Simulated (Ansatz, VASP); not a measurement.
## Hf (Hafnium) in two plane-wave programs

One calculation is typed for both programs; each brings its own data sets. How far apart do they land? The cell is taken from a series of runs on this material, whose earlier steps may have relaxed, scaled, displaced or heated it; both programs get it as it stands.

Main program and level: Ansatz 0.2.0; plane waves, with VASP 6.6.1 beside it; zone-centre phonons at LDA.

### 1. Starting point

The structure is hexagonal, space group P6_3/mmc (No. 194). The conventional cell has a = 3.111 Å, b = 3.111 Å, c = 4.989 Å, α = 90.00°, β = 90.00°, γ = 120.00°. Nearest to Hf lie 12 Hf at 3.07 to 3.11 Å.

Coordinates:

```cif
data_structure
_symmetry_space_group_name_H-M 'P 1'
_symmetry_Int_Tables_number 1
_cell_length_a 3.1114
_cell_length_b 3.1114
_cell_length_c 4.9888
_cell_angle_alpha 90.000
_cell_angle_beta 90.000
_cell_angle_gamma 120.000
_cell_volume 41.83
loop_
_atom_site_label
_atom_site_type_symbol
_atom_site_fract_x
_atom_site_fract_y
_atom_site_fract_z
_atom_site_occupancy
Hf1 Hf 0.33333 0.66667 0.25000 1
Hf2 Hf 0.66667 0.33333 0.75000 1
```

### 2. VASP: zone-centre phonons, LDA

Second derivatives magnify differences that forces hide, and they need a tight electronic threshold.

Lines of VASP's logs that name or quote its potential files are left out, and so is its time.

The input, INCAR:

```
SYSTEM = Hf
PREC = Accurate
ENCUT = 500
EDIFF = 1E-08
NELM = 120
ISMEAR = 1
SIGMA = 0.2
LREAL = .FALSE.
ALGO = Normal
GGA = PW92
NBANDS = 16
LASPH = .TRUE.
LORBIT = 11
LWAVE = .FALSE.
LCHARG = .FALSE.
ISIF = 2
IBRION = 8
GGA_COMPAT = .FALSE.
KPAR = 2
```

The input, POSCAR:

```
Hf
1.0
    3.1114462224      0.0000000000      0.0000000000
   -1.5557231112      2.6945914711      0.0000000000
    0.0000000000      0.0000000000      4.9888248638
Hf
2
Direct
    0.3333333373      0.6666666707      0.2500000000
    0.6666666707      0.3333333373      0.7500000000
```

The input, KPOINTS:

```
Automatic mesh
0
Gamma
15 15 8
0 0 0
```

PAW data sets: Hf_pv (LDA family, release 64).

Run with:

```sh
$ mpirun -np 2 vasp_std
```

Numbers of over 12 decimals in the logs are rounded to 6 here.

Output:

```text
[banner, memory and clock lines left out]
running    2 mpi-ranks, on    1 nodes
 distrk:  each k-point on    1 cores,    2 groups
 distr:  one band on    1 cores,    1 groups

 POSCAR found type information on POSCAR Hf
 POSCAR found :  1 types and       2 ions
|                                                                             |
|               ----> ADVICE to this user running VASP <----                  |
|                                                                             |
|     You enforced a specific xc type in the INCAR file but a different       |
|     [... a line on the potential file left out ...]
|     I HOPE YOU KNOW WHAT YOU ARE DOING!                                     |
|                                                                             |

 LDA part: xc-table for (Slater(with rela. corr.)+PW92), standard interpolation
 POSCAR, INCAR and KPOINTS ok, starting setup
 FFT: planning ... GRIDC
 FFT: planning ... GRID_SOFT
 FFT: planning ... GRID
 WAVECAR not read
 entering main loop
       N       E                     dE             d eps       ncg     rms          rms(c)
DAV:   1     0.454588868418E+02    0.45459E+02   -0.11383E+04  4352   0.116E+03
DAV:   2    -0.205799101998E+02   -0.66039E+02   -0.64446E+02  5752   0.248E+02
DAV:   3    -0.220571310686E+02   -0.14772E+01   -0.14703E+01  5712   0.259E+01
DAV:   4    -0.220674079757E+02   -0.10277E-01   -0.10276E-01  5344   0.262E+00
DAV:   5    -0.220675284111E+02   -0.12044E-03   -0.12043E-03  5624   0.234E-01    0.680E+01
DAV:   6    -0.215565183055E+02    0.51101E+00   -0.44008E-01  5232   0.440E+00    0.400E+01
DAV:   7    -0.213747019222E+02    0.18182E+00   -0.70074E-01  5304   0.535E+00    0.185E+00
DAV:   8    -0.213662204700E+02    0.84815E-02   -0.42517E-02  5032   0.145E+00    0.356E-01
DAV:   9    -0.213662984215E+02   -0.77952E-04   -0.92156E-04  5888   0.221E-01    0.175E-01
DAV:  10    -0.213662947794E+02    0.36421E-05   -0.41452E-05  5128   0.468E-02    0.187E-01
DAV:  11    -0.213662921401E+02    0.26394E-05   -0.38807E-06  5784   0.129E-02    0.130E-02
DAV:  12    -0.213662920941E+02    0.45956E-07   -0.38776E-07  5056   0.432E-03    0.564E-03
DAV:  13    -0.213662920844E+02    0.96504E-08   -0.15417E-08  3928   0.947E-04
   1 F= -.21366292E+02 E0= -.21367093E+02  d E =0.240368E-02
 Linear response reoptimize wavefunctions to high precision
DAV:   1    -0.213662920847E+02   -0.27921E-09   -0.15632E-09  3600   0.334E-04
DAV:   2    -0.213662920847E+02   -0.23192E-10   -0.21805E-10  2944   0.114E-04
 Linear response DOF=           2
 Linear response progress:
  Degree of freedom:   1/  2
       N       E                     dE             d eps       ncg     rms          rms(c)
RMM:   1    -0.197245917255E+00   -0.19725E+00    0.46210E+00 18668   0.118E+01
RMM:   2    -0.202062476414E+00   -0.48166E-02   -0.37395E-02 27650   0.120E+00    0.603E-01
RMM:   3    -0.201333850130E+00    0.72863E-03   -0.42580E-03 34955   0.253E-01    0.124E-01
RMM:   4    -0.200993769023E+00    0.34008E-03   -0.46963E-04 41107   0.872E-02    0.191E-01
RMM:   5    -0.200604366381E+00    0.38940E-03   -0.73065E-05 38163   0.365E-02    0.160E-02
RMM:   6    -0.200529827209E+00    0.74539E-04   -0.62719E-05 42771   0.133E-02    0.283E-02
RMM:   7    -0.200536550136E+00   -0.67229E-05   -0.46704E-05 38146   0.613E-03    0.350E-02
RMM:   8    -0.200528215501E+00    0.83346E-05   -0.97252E-06 39049   0.232E-03    0.144E-02
RMM:   9    -0.200526820740E+00    0.13948E-05   -0.11432E-05 41406   0.972E-04    0.666E-03
RMM:  10    -0.200527014299E+00   -0.19356E-06   -0.61547E-06 42216   0.406E-04    0.158E-03
RMM:  11    -0.200526624035E+00    0.39026E-06   -0.35153E-06 40820   0.293E-04    0.631E-04
RMM:  12    -0.200526613603E+00    0.10432E-07   -0.19504E-06 41523   0.124E-04    0.608E-05
RMM:  13    -0.200526645421E+00   -0.31817E-07   -0.11097E-06 41415   0.698E-05    0.110E-04
RMM:  14    -0.200526651847E+00   -0.64269E-08   -0.52740E-07 37777   0.529E-05    0.699E-06
RMM:  15    -0.200526662802E+00   -0.10954E-07   -0.27578E-07 35558   0.455E-05    0.306E-05
RMM:  16    -0.200526665613E+00   -0.28110E-08   -0.14342E-07 29119   0.416E-05    0.108E-05
RMM:  17    -0.200526669014E+00   -0.34010E-08   -0.62482E-08 27658   0.398E-05    0.228E-06
 first order change of Fermi-energy  -0.42236E-05
 force on displaced ion       1 direction 1 :  -1.594  -0.000   0.000
 Linear response progress:
  Degree of freedom:   2/  2
       N       E                     dE             d eps       ncg     rms          rms(c)
RMM:   1    -0.241536190766E+00   -0.24154E+00    0.48902E+00  6478   0.122E+01
RMM:   2    -0.251489247386E+00   -0.99531E-02   -0.43631E-02  9543   0.124E+00    0.754E-01
RMM:   3    -0.250754487487E+00    0.73476E-03   -0.32232E-03 11050   0.277E-01    0.206E-01
RMM:   4    -0.250591867859E+00    0.16262E-03   -0.18716E-04 13214   0.939E-02    0.206E-01
RMM:   5    -0.250384246908E+00    0.20762E-03   -0.90412E-05 13033   0.405E-02    0.519E-02
RMM:   6    -0.250288086363E+00    0.96161E-04    0.36910E-05 11366   0.179E-02    0.452E-02
RMM:   7    -0.250310348095E+00   -0.22262E-04   -0.40690E-05 12273   0.606E-03    0.190E-02
RMM:   8    -0.250310832174E+00   -0.48408E-06    0.20561E-05 13146   0.312E-03    0.300E-03
RMM:   9    -0.250306044586E+00    0.47876E-05    0.93704E-06 13709   0.161E-03    0.194E-03
RMM:  10    -0.250306011742E+00    0.32844E-07    0.42714E-06 12940   0.498E-04    0.460E-04
RMM:  11    -0.250305982501E+00    0.29241E-07    0.36345E-06 13742   0.210E-04    0.135E-04
RMM:  12    -0.250306097868E+00   -0.11537E-06    0.16039E-06 13814   0.795E-05    0.468E-05
RMM:  13    -0.250306116693E+00   -0.18825E-07    0.76696E-07 13504   0.490E-05    0.209E-05
RMM:  14    -0.250306204506E+00   -0.87813E-07   -0.25991E-07 13584   0.339E-05    0.691E-06
RMM:  15    -0.250306194144E+00    0.10362E-07   -0.30945E-07 12351   0.266E-05    0.328E-06
RMM:  16    -0.250306203221E+00   -0.90777E-08   -0.45960E-07 10178   0.236E-05    0.475E-07
RMM:  17    -0.250306193189E+00    0.10032E-07   -0.37579E-07  8832   0.221E-05    0.754E-07
RMM:  18    -0.250306181603E+00    0.11586E-07   -0.29407E-07  8308   0.214E-05    0.401E-07
RMM:  19    -0.250306176961E+00    0.46421E-08   -0.25605E-07  7812   0.210E-05    0.548E-07
RMM:  20    -0.250306174628E+00    0.23334E-08   -0.25652E-07  7290   0.207E-05    0.209E-07
RMM:  21    -0.250306171074E+00    0.35541E-08   -0.20815E-07  6923   0.206E-05    0.307E-07
RMM:  22    -0.250306166638E+00    0.44358E-08   -0.18241E-07  6581   0.206E-05    0.128E-07
RMM:  23    -0.250306160228E+00    0.64096E-08   -0.10037E-07  6268   0.205E-05    0.263E-07
RMM:  24    -0.250306155972E+00    0.42566E-08   -0.72453E-08  6060   0.205E-05    0.102E-07
 first order change of Fermi-energy  -0.16295E-03
 force on displaced ion       1 direction 3 :  -0.000   0.000  -3.729
 Linear response finished
```

OUTCAR, selected parts (step 2):

```text
ion  position               nearest neighbor table
   1  0.333  0.667  0.250-   2 3.07   2 3.07   2 3.07   2 3.07   2 3.07   2 3.07
   2  0.667  0.333  0.750-   1 3.07   1 3.07   1 3.07   1 3.07   1 3.07   1 3.07

  LATTYP: Found a hexagonal cell.
 ALAT       =     3.1114462224
 C/A-ratio  =     1.6033781423

 Subroutine GETGRP returns: Found 24 space group operations
 (whereof 12 operations were pure point group operations)

The static configuration has the point symmetry D_3d.
 The point group associated with its full space group is D_6h.

 Found    135 irreducible k-points:

   k-points           NKPTS =    135   k-points in BZ     NKDIM =    135   number of bands    NBANDS=     16

   dimension x,y,z NGX =    24 NGY =   24 NGZ =   36
   dimension x,y,z NGXF=    48 NGYF=   48 NGZF=   72

   ENCUT  =  500.0 eV  36.75 Ry    6.06 a.u.   5.67  5.67  9.10*2*pi/ulx,y,z

   NELECT =      20.0000    total number of electrons

 k-points in reciprocal lattice and weights: Automatic mesh
   0.00000000  0.00000000  0.00000000       0.001
   0.06666667  0.00000000  0.00000000       0.003
   0.13333333  0.00000000  0.00000000       0.003
   0.20000000 -0.00000000  0.00000000       0.003
   0.26666667  0.00000000  0.00000000       0.003
   0.33333333  0.00000000  0.00000000       0.003
   0.40000000  0.00000000  0.00000000       0.003
   0.46666667  0.00000000  0.00000000       0.003
   0.06666667  0.06666667  0.00000000       0.003
[...]
0.33333333  0.26666667  0.50000000       0.007
   0.33333333  0.33333333  0.50000000       0.001

 average (electrostatic) potential at core
       1 -36.9926       2 -36.9926

  Total       -0.0071553     -0.0071553     -0.4385331      0.0000000     -0.0000000      0.0000000
  in kB       -0.2740848     -0.2740848    -16.7980733      0.0000000     -0.0000000      0.0000000
  external PRESSURE =      -5.7820810 kB  Pullay stress =       0.0000000 kB

  energy-cutoff  :      500.00
  volume of cell :       41.83
      direct lattice vectors                 reciprocal lattice vectors
     3.111446222  0.000000000  0.000000000     0.321393953  0.185556885  0.000000000
    -1.555723111  2.694591471  0.000000000     0.000000000  0.371113770  0.000000000
     0.000000000  0.000000000  4.988824864     0.000000000  0.000000000  0.200448007

 POSITION                                       TOTAL-FORCE (eV/Angst)
 -----------------------------------------------------------------------------------
      0.00000      1.79639      1.24721         0.000000      0.000000      0.000000
      1.55572      0.89820      3.74162        -0.000000     -0.000000      0.000000
 -----------------------------------------------------------------------------------
    total drift:                               -0.000002     -0.000003      0.000000

 Eigenvectors and eigenvalues of the dynamical matrix
 ----------------------------------------------------

   1 f  =    3.195449 THz    20.077601 2PiTHz  106.588719 cm-1    13.215311 meV
             X         Y         Z           dx          dy          dz
      0.000000  1.796394  1.247206    -0.000000    0.000000    0.707107
      1.555723  0.898197  3.741619     0.000000   -0.000000   -0.707107

   2 f  =    2.089472 THz    13.128538 2PiTHz   69.697273 cm-1     8.641357 meV
             X         Y         Z           dx          dy          dz
      0.000000  1.796394  1.247206     0.707107    0.000000   -0.000000
      1.555723  0.898197  3.741619    -0.707107    0.000000   -0.000000

   3 f  =    2.089472 THz    13.128538 2PiTHz   69.697273 cm-1     8.641357 meV
             X         Y         Z           dx          dy          dz
      0.000000  1.796394  1.247206    -0.000000    0.707107    0.000000
      1.555723  0.898197  3.741619     0.000000   -0.707107    0.000000

   4 f  =    0.000000 THz     0.000000 2PiTHz    0.000001 cm-1     0.000000 meV
             X         Y         Z           dx          dy          dz
      0.000000  1.796394  1.247206    -0.610277    0.352598   -0.056890
      1.555723  0.898197  3.741619    -0.610277    0.352598   -0.056890

   5 f/i=    0.000000 THz     0.000000 2PiTHz    0.000001 cm-1     0.000000 meV
             X         Y         Z           dx          dy          dz
      0.000000  1.796394  1.247206    -0.348751   -0.564013    0.245484
      1.555723  0.898197  3.741619    -0.348751   -0.564013    0.245484

   6 f/i=    0.000000 THz     0.000000 2PiTHz    0.000001 cm-1     0.000000 meV
             X         Y         Z           dx          dy          dz
      0.000000  1.796394  1.247206     0.077033    0.239926    0.660682
      1.555723  0.898197  3.741619     0.077033    0.239926    0.660682

 ELASTIC MODULI CONTR FROM IONIC RELAXATION (kBar)
 Direction    XX          YY          ZZ          XY          YZ          ZX
 --------------------------------------------------------------------------------
 XX        -134.6298    134.6298     -0.0000      0.0000      0.0000      0.0000
 YY         134.6298   -134.6298      0.0000     -0.0000      0.0000      0.0000
 ZZ          -0.0000      0.0000     -0.0000      0.0000      0.0000      0.0000
 XY           0.0000     -0.0000      0.0000   -134.6298      0.0000      0.0000
 YZ           0.0000      0.0000      0.0000      0.0000      0.0000      0.0000
 ZX           0.0000      0.0000      0.0000      0.0000      0.0000      0.0000
 --------------------------------------------------------------------------------
```

Harder data sets than Hf_pv exist (the GW ones), and pressures, volumes and forces can shift noticeably with them.

(Part 1 of 2 ends here.)

[Lines on the potential files, build, host, timing and source positions are cut from VASP's logs without a mark.]

[Logs are printed without paths, hosts, clocks, repeated set-up lines and the standing remarks that a program may print on its own settings, such as how far it seeks lower states.]

[Hosts, paths, dates, database ids (printed as entryN), source tags and the programs' standing remarks are cut or masked in the printed files.]
